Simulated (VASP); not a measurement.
Calculation: RPBE GGA, VASP's PBE PAW potentials (set 64) (plane waves; VASP).

VASP ran on this input.

POSCAR:
```
Ta
1
   -1.6686151055     1.6686151055     1.6686151055
    1.6686151055    -1.6686151055     1.6686151055
    1.6686151055     1.6686151055    -1.6686151055
Ta
1
Direct
  0.0000000000   0.0000000000   0.0000000000
```

### KPOINTS
```
Automatic mesh
0
G
 17 17 17
```

### INCAR
```
! general
SYSTEM  = Ta
PREC    = Accurate
ENCUT   = 520
LREAL   = .False.
LASPH   = .True.

! electronic loop
EDIFF   = 1E-7
NELM    = 100
ALGO    = Normal
LMAXMIX = 6

! smearing
ISMEAR  = -5

! functional
GGA     = RP

! ions
ISIF    = 2

! output
LWAVE   = .False.
LCHARG  = .True.
LORBIT  = 11
NEDOS   = 601
```

POTCAR, in this order: Ta_pv (PBE.64 set). Program: vasp_std.

Output of the run:

**OUTCAR**
```
 ion  position               nearest neighbor table
   1  0.000  0.000  0.000-
  LATTYP: Found a body centered cubic cell.
 ALAT       =     3.3372302110
 Subroutine PRICEL returns:
 Original cell was already a primitive cell.
 Subroutine GETGRP returns: Found 48 space group operations
The static configuration has the point symmetry O_h .
The dynamic configuration has the point symmetry O_h .
 Subroutine INISYM returns: Found 48 space group operations
 Subroutine IBZKPT returns following result:
 Found    165 irreducible k-points:

 Following reciprocal coordinates:
            Coordinates               Weight
  0.000000  0.000000  0.000000      1.000000
  0.058824  0.000000  0.000000     12.000000
  0.117647  0.000000  0.000000     12.000000
  0.176471  0.000000  0.000000     12.000000
  0.235294  0.000000  0.000000     12.000000
  0.294118  0.000000  0.000000     12.000000
  0.352941  0.000000  0.000000     12.000000
  0.411765  0.000000  0.000000     12.000000
  0.470588  0.000000  0.000000     12.000000
  0.058824  0.058824  0.000000     24.000000
  0.117647  0.058824  0.000000     48.000000
  0.176471  0.058824  0.000000     48.000000
  0.235294  0.058824  0.000000     48.000000
  0.294118  0.058824  0.000000     48.000000
  0.352941  0.058824  0.000000     48.000000
  0.411765  0.058824 -0.000000     48.000000
  0.470588  0.058824  0.000000     24.000000
  0.117647  0.117647  0.000000     24.000000
  0.176471  0.117647  0.000000     48.000000
  0.235294  0.117647 -0.000000     48.000000
  0.294118  0.117647 -0.000000     48.000000
  0.352941  0.117647  0.000000     48.000000
  0.411765  0.117647  0.000000     48.000000
  0.176471  0.176471  0.000000     24.000000
  0.235294  0.176471 -0.000000     48.000000
...
```

OSZICAR:
```
       N       E                     dE             d eps       ncg     rms          rms(c)
DAV:   1     0.480246692487E+02    0.48025E+02   -0.66074E+03  2970   0.116E+03
DAV:   2    -0.110134339022E+02   -0.59038E+02   -0.58111E+02  3669   0.248E+02
DAV:   3    -0.117654015520E+02   -0.75197E+00   -0.72346E+00  3538   0.281E+01
DAV:   4    -0.117723063262E+02   -0.69048E-02   -0.68625E-02  3366   0.189E+00
DAV:   5    -0.117723542205E+02   -0.47894E-04   -0.47694E-04  3378   0.138E-01    0.125E+01
DAV:   6    -0.114190436425E+02    0.35331E+00   -0.41580E-01  3082   0.793E+00    0.607E+00
DAV:   7    -0.113149666692E+02    0.10408E+00   -0.34735E-01  3121   0.686E+00    0.399E-01
DAV:   8    -0.113142216855E+02    0.74498E-03   -0.46598E-03  3178   0.862E-01    0.141E-01
DAV:   9    -0.113142157125E+02    0.59730E-05   -0.23759E-04  3145   0.198E-01    0.367E-02
DAV:  10    -0.113142063725E+02    0.93400E-05   -0.50375E-06  3305   0.336E-02    0.708E-03
DAV:  11    -0.113142061877E+02    0.18479E-06   -0.24056E-07  3078   0.715E-03    0.108E-03
DAV:  12    -0.113142060839E+02    0.10380E-06   -0.47413E-09  1559   0.847E-04    0.955E-05
DAV:  13    -0.113142061175E+02   -0.33587E-07   -0.77647E-10  1513   0.344E-04
   1 F= -.11314206E+02 E0= -.11314206E+02  d E =0.000000E+00
```

File OUTCAR:
```
------------------------ aborting loop because EDIFF is reached ----------------------------------------
  FORCE on cell =-STRESS in cart. coord.  units (eV):
  Direction    XX          YY          ZZ          XY          YZ          ZX
  --------------------------------------------------------------------------------------
  Total        0.0490466      0.0490466      0.0490466      0.0000000      0.0000000     -0.0000000
  in kB        4.2285427      4.2285427      4.2285427      0.0000000      0.0000000     -0.0000000
  external PRESSURE =       4.2285427 kB  Pullay stress =       0.0000000 kB
  volume of cell :       18.58
      direct lattice vectors                 reciprocal lattice vectors
    -1.668615106  1.668615106  1.668615106     0.000000000  0.299649691  0.299649691
     1.668615106 -1.668615106  1.668615106     0.299649691  0.000000000  0.299649691
     1.668615106  1.668615106 -1.668615106     0.299649691  0.299649691  0.000000000
 POSITION                                       TOTAL-FORCE (eV/Angst)
 -----------------------------------------------------------------------------------
      0.00000      0.00000      0.00000        -0.000000      0.000000     -0.000000
 -----------------------------------------------------------------------------------
    total drift:                                0.000000      0.000000      0.000000
  FREE ENERGIE OF THE ION-ELECTRON SYSTEM (eV)
  ---------------------------------------------------
  free  energy   TOTEN  =       -11.3142061175 eV

  energy  without entropy=      -11.3142061175  energy(sigma->0) =      -11.31420612

 total charge

# of ion       s       p       d       tot
------------------------------------------
    1        0.366   6.166   2.337   8.869
```
(Selected blocks of OUTCAR.)

For a metal the tetrahedron method with Blöchl corrections gives inexact stress and forces.

The compound is Ta in the bcc structure. It was relaxed first.
